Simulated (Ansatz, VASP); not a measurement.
# Cross-check of SnSeS between VASP and Ansatz

One calculation is typed for both programs; each brings its own data sets. How far apart do they land? The cell is taken from a series of runs on this material, whose earlier steps may have relaxed, scaled, displaced or heated it; both programs get it as it stands.

Program: Ansatz 0.2.0. Level of theory: plane waves, with VASP 6.6.1 beside it; G0W0 gap at PBEsol. Results are calculated unless marked as measured.

## 1. Starting point

The cell holds 3 atoms: 1 Sn, 1 S and 1 Se. Cell: a = 3.697 Å, b = 3.697 Å, c = 29.300 Å, α = 90.0°, β = 90.0°, γ = 120.0°. Vacuum lies along c.

## 2. Ansatz: G0W0 gap, PBEsol

Ansatz runs on its PAW soft_1 files.

Quasiparticle shifts depend on high empty states and on the cores, so they are the hardest test of two PAW sets.

input.yaml

```yaml
crystal:
  lattice:
    - [3.6969576326, 0.0, 0.0]
    - [-1.8484788163, 3.2016592265, 0.0]
    - [0.0, 0.0, 29.3]
  atoms:
    - { symbol: Sn, position: [0.0, 0.0, 0.5026077827] }
    - { symbol: S, position: [0.3333333333, 0.6666666667, 0.5523910675] }
    - { symbol: Se, position: [0.6666666667, 0.3333333333, 0.4476089325] }
  periodic: [true, true, false]
kpoints:
  mp_grid: { grid: [6, 6, 1] }
hamiltonian:
  xc: pbesol
  pseudopotentials: { kind: paw, azcp: { folder: soft_1 }, xc_functional: pbe }
scf:
  occupations: { method: fixed }
gw:
  n_empty_bands: 206
  ecut_chi: 41
  qp_bands: [v2, c2]
  qp_kpoints: band_edges
  screening: { model: contour_deformation }
```

Launch:

```sh
ansatz run input.yaml --threads 4 --pin off --max-ram 17510MiB --backend cpu --events-out ev --progress --plain --runs-dir out
```

Numbers of over 12 decimals in the logs are rounded to 6 here.

What it wrote:

```text
Engine: ansatz 0.2.0, aarch64-unknown-linux-gnu
Pseudopotentials: kind: paw
Pseudopotential: Sn, paw, valence charge 14, recommended cutoff 420 eV (normal), soft_1/Sn.paw.azcp
Pseudopotential: S, paw, valence charge 6, recommended cutoff 420 eV (normal), soft_1/S.paw.azcp
Pseudopotential: Se, paw, valence charge 16, recommended cutoff 420 eV (normal), soft_1/Se.paw.azcp
Functional definition: PBEsol
  exchange = pbesol_x
  correlation = pbesol_c
Crystal: 3 atoms, lattice volume = 346.806 Å³
Basis set: ecut = 420 eV, 6829 PW (Γ)
Bands: 22, of which v1, the nominal top of the filled ones, is band 18 counted from 1 (17 counted from 0)
Symmetry: 6 space group operations
Space group: P3m1 (ITA 156), of the structure as read, at distance tolerance 7.0e-5 Å
k-points: 7 of 36 (time reversal used)
Non-local potential: Sn, projectors of the file, l = 0: 2, l = 1: 2, l = 2: 2, l = 3: 1
Non-local potential: S, projectors of the file, l = 0: 2, l = 1: 2, l = 2: 1
Non-local potential: Se, projectors of the file, l = 0: 2, l = 1: 2, l = 2: 3, l = 3: 1
PAW form: soft (Blöchl's): semilocal exchange-correlation on the pseudo side does not see the compensation charge
PAW frozen core: Sn, regenerated for the run's functional, and the local potential with it (the file was generated under x = pbe(κ = 0.804, μ = 0.219515), c = pbe(β = 0.066725))
PAW frozen core: S, regenerated for the run's functional, and the local potential with it (the file was generated under x = pbe(κ = 0.804, μ = 0.219515), c = pbe(β = 0.066725))
PAW frozen core: Se, regenerated for the run's functional, and the local potential with it (the file was generated under x = pbe(κ = 0.804, μ = 0.219515), c = pbe(β = 0.066725))
PAW one-centre angular grid: Sn, 590 points (default); XC on 64 Gauss nodes
PAW one-centre angular grid: S, 110 points (default); XC on 64 Gauss nodes
PAW one-centre angular grid: Se, 590 points (default); XC on 64 Gauss nodes
Initial density: superposition of atomic densities (neutral atoms: chi_scale 0, normalization atom)
Initial wavefunctions: pseudopotential atomic-orbital guess
Functional: x = pbesol(κ = 0.804, μ = 0.123457), c = pbesol(β = 0.046)
SCF iter   1: F=—  HF=-12260.395289 eV  |F-HF|=—  |Δ(HF+E_count)|=         —  Δρ=1.55e-2  dr2=1.25e0  ethr=3.10e-3  ⟨swp⟩=7.3  Hψ=817  notcnv=0  defer=13
preconditioner: auto → none  [insulator: Δε(μ)=1.172 eV  Ē_g=15.453 eV  n_scr=16 (ndim 8)  ℏωp=10.2 eV  f_vac=0.762  ε∞_Penn≈1.4]
SCF iter   2: F=—  HF=-12260.099327 eV  |F-HF|=—  |Δ(HF+E_count)|=   2.96e-1  Δρ=7.91e-3  dr2=6.18e-1  ethr=3.10e-3  ⟨swp⟩=4.9  Hψ=407  notcnv=0  defer=12
SCF iter   3: F=—  HF=-12260.200329 eV  |F-HF|=—  |Δ(HF+E_count)|=   1.01e-1  Δρ=7.13e-3  dr2=1.75e0  ethr=1.72e-3  ⟨swp⟩=5.7  Hψ=303  notcnv=0  defer=13  recentre
SCF iter   4: F=—  HF=-12260.017532 eV  |F-HF|=—  |Δ(HF+E_count)|=   1.83e-1  Δρ=3.85e-3  dr2=1.01e-1  ethr=1.72e-3  ⟨swp⟩=5.0  Hψ=304  notcnv=0  defer=15
SCF iter   5: F=—  HF=-12260.008159 eV  |F-HF|=—  |Δ(HF+E_count)|=   9.37e-3  Δρ=1.62e-3  dr2=5.17e-3  ethr=2.79e-4  ⟨swp⟩=3.3  Hψ=226  notcnv=0  defer=14
SCF iter   6: F=—  HF=-12260.008076 eV  |F-HF|=—  |Δ(HF+E_count)|=   8.29e-5  Δρ=2.32e-4  dr2=2.04e-4  ethr=1.44e-5  ⟨swp⟩=5.3  Hψ=363  notcnv=0  defer=14
SCF iter   7: F=—  HF=-12260.008011 eV  |F-HF|=—  |Δ(HF+E_count)|=   6.49e-5  Δρ=6.83e-5  dr2=3.79e-5  ethr=5.66e-7  ⟨swp⟩=2.9  Hψ=327  notcnv=0  defer=14
SCF iter   8: F=—  HF=-12260.008006 eV  |F-HF|=—  |Δ(HF+E_count)|=   5.55e-6  Δρ=2.51e-5  dr2=3.34e-6  ethr=1.05e-7  ⟨swp⟩=3.6  Hψ=314  notcnv=0  defer=14
SCF iter   9: F=-12260.008005 eV  HF=-12260.008005 eV  |F-HF|=1.16e-8  |Δ(HF+E_count)|=   3.73e-7  Δρ=6.13e-6  dr2=9.10e-8  ethr=2.78e-10  ⟨swp⟩=15.6  Hψ=1150  notcnv=0
SCF 1 converged in 9 iterations: F = -12260.008005 eV  dr2 = 9.10e-8
  greatest PAW one-centre occupation: 1.000 electrons in one spin orbital (limit 2), on the Se atom at site 2 (counted from 0), in its partial waves of l = 2
NSCF: frozen V_eff on 7 k-points
G₀W₀ screening: q 1/7
[... further progress lines ...]
SCF converged after 9 iterations
Free energy (F): -12260.008005 eV
Harris-Foulkes:  -12260.008005 eV  (|F-HF|=1.16e-8)
Internal energy: -12260.008005 eV  (E = F + TS)
E sigma→0 (E₀):  -12260.008005 eV
Fermi energy:    -6.077832 eV
--- Per-component energies (eV) ---
  E_band       = -980.379867
  E_kinetic    = 385.379969
  E_local      = -62340.079011  (includes V_loc(G=0)·N_el)
  E_nonlocal   = -170.924329
  E_hartree    = 30961.737095
  E_xc         = -296.535462
  E_vxc        = -252.460417  (∫ρ·V_xc dr)
  E_paw        = -6976.799822  (= ΣΔE_a)
  E_vpaw       = -525.778725  (= ΣTr[D̂ρ^β])
  E_aug_tail   = -0.000085  (compensation charges beyond the density's cutoff)
  E_ewald      = 26175.858400
  E_core_change = 1.355241  (= ΣΔE_core)
  E_smearing   = -0.000000  (= −TS)
  E_closure    = -0.000000  (closes the sum)
  Σ components = -12260.008005   (vs F -12260.008005, Δ=0.00e0)
--- Band table (eV; the first three rows and the last of 7) ---
  k-point 0: bands = [... 14 lower, -7.0469, -7.0469, -6.0778, -6.0778, -4.2632, -2.8128, -1.2578, -1.2578]
  k-point 1: bands = [... 14 lower, -7.5828, -7.4884, -7.2646, -6.1711, -3.6608, -2.0458, -0.9644, -0.6675]
  k-point 2: bands = [... 14 lower, -8.6081, -8.3513, -7.0429, -6.4388, -4.6531, -1.8073, -0.6118, -0.1123]
  k-point 6: bands = [... 14 lower, -9.9826, -9.7085, -7.2465, -7.0837, -4.0977, -0.7550, -0.6506, 0.7299]
--- G₀W₀: contour deformation, 7 samples at zero and on the imaginary axis and 3 off it, 36 q-points, 206 empty bands' worth ---
  eigenvalues of the whole cell's RPA ε∞ on this k-mesh (on a slab, of 1 + 4πα/V) = 1.1648, 3.0479, 3.0479; static W/v taken at q = 0 is 0.531056
  gw.qp_kpoints: band_edges: 6 of 7 stored k-points solved, in 1 pass; an edge of the gap read off the rows below is read off those points alone
    valence top: of the k-points left out ik 5 came nearest to being solved in a further pass, in band 18 (counted from 1, as in the quasiparticle table): it holds the edge there only if its correction is more favourable than any solved in that band by at least 0.758 eV; those differ by 0.156 eV
    conduction bottom: of the k-points left out ik 5 came nearest to being solved in a further pass, in band 19 (counted from 1, as in the quasiparticle table): it holds the edge there only if its correction is more favourable than any solved in that band by at least 0.939 eV; those differ by 0.147 eV
    ik  band        ε_KS         Σx   Σc(E_QP)       V_xc       Z   E_QP_lin       E_QP  E_QP is
     0    17     -6.0778   -17.7483     1.8014   -15.7776  0.7352    -6.2480    -6.2472  root
     0    18     -6.0778   -17.7483     1.8014   -15.7776  0.7352    -6.2480    -6.2472  root
     0    19     -4.2632   -11.0285    -2.8111   -14.7987  0.7707    -3.2659    -3.3041  root
     0    20     -2.8128    -8.3143    -3.5245   -12.7581  0.7735    -1.8644    -1.8935  root
     1    17     -7.2646   -16.9154     2.4237   -14.1238  0.7098    -7.6392    -7.6325  root
     1    18     -6.1711   -17.7677     1.8577   -15.7277  0.7321    -6.3543    -6.3534  root
     1    19     -3.6608   -11.6205    -3.0097   -15.6844  0.7453    -2.5566    -2.6065  root
     1    20     -2.0458    -7.8836    -3.5391   -12.3087  0.7710    -1.1344    -1.1597  root
     2    17     -7.0429   -17.3908     2.4203   -14.6191  0.7138    -7.3995    -7.3944  root
     2    18     -6.4388   -17.7433     1.9755   -15.5493  0.7262    -6.6590    -6.6574  root
     2    19     -4.6531   -10.6292    -2.8110   -14.4054  0.7550    -3.6545    -3.6879  root
     2    20     -1.8073    -7.8784    -3.6142   -12.3837  0.7632    -0.8943    -0.9162  root
     3    17     -7.0226   -17.3822     2.3431   -14.6957  0.7140    -7.3706    -7.3659  root
     3    18     -6.5733   -17.7398     2.0322   -15.4745  0.7224    -6.8086    -6.8064  root
     3    19     -5.2054   -10.6323    -2.5958   -14.1456  0.7573    -4.2640    -4.2879  root
     3    20     -1.9598    -7.7125    -3.6159   -12.2109  0.7744    -1.0466    -1.0774  root
     4    17     -7.2483   -16.9285     2.1694   -14.4645  0.7093    -7.5470    -7.5429  root
     4    18     -6.7497   -17.3466     2.1983   -14.8463  0.7214    -7.0555    -7.0518  root
     4    19     -3.7146   -11.7740    -3.0116   -15.8503  0.7377    -2.5959    -2.6500  root
     4    20     -1.1701    -7.7307    -3.7771   -12.4497  0.7642    -0.1887    -0.2282  root
     6    17     -7.2465   -17.3655     2.5034   -14.5317  0.7022    -7.5834    -7.5769  root
     6    18     -7.0837   -17.2334     2.2415   -14.6667  0.7149    -7.4132    -7.4089  root
     6    19     -4.0977   -11.0313    -2.9335   -14.9761  0.7429    -3.0430    -3.0864  root
     6    20     -0.7550    -7.8769    -3.8060   -12.5892  0.7555     0.1882     0.1513  root
```

In the SCF lines HF is the Harris–Foulkes energy and dr2 the Hartree energy of the density residual, in eV; the loop may stop once dr2 is under the threshold and the program's other checks hold. Hψ counts applications of the Hamiltonian.

(Continued in part 2 of 2.)

[Lines on the potential files, build, host, timing and source positions are cut from VASP's logs without a mark.]

[Logs are printed without paths, hosts, clocks, repeated set-up lines and the standing remarks that a program may print on its own settings, such as how far it seeks lower states.]

[Hosts, paths, dates, database ids (printed as entryN), source tags and the programs' standing remarks are cut or masked in the printed files.]
